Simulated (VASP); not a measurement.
Here is the system:

```
CELL_PARAMETERS angstrom
     -2.08279     2.08279     2.08279
      2.08279    -2.08279     2.08279
      2.08279     2.08279    -2.08279
ATOMIC_POSITIONS crystal
  Na 0.00000 0.00000 0.00000
```

Method: PBEsol GGA, VASP's PBE PAW potentials (set 64) (plane waves; VASP). Run with PREC = Normal, EDIFF = 1E-5, 400 eV cut-off, 14×14×14 Γ-centred mesh, first-order Methfessel-Paxton smearing of 0.10 eV, potentials Na_pv.

### Question
Predict the energy per atom (σ→0), band gap (on the k-mesh) with the smallest direct gap where there is one.

### Answer

* **band gap (on the k-mesh)**: none (metal, semimetal or under 0.01 eV)
* **energy per atom (σ→0)**: -1.398 eV/atom

The compound is Na in the bcc structure. It was relaxed first, which changed the volume by -7 %.
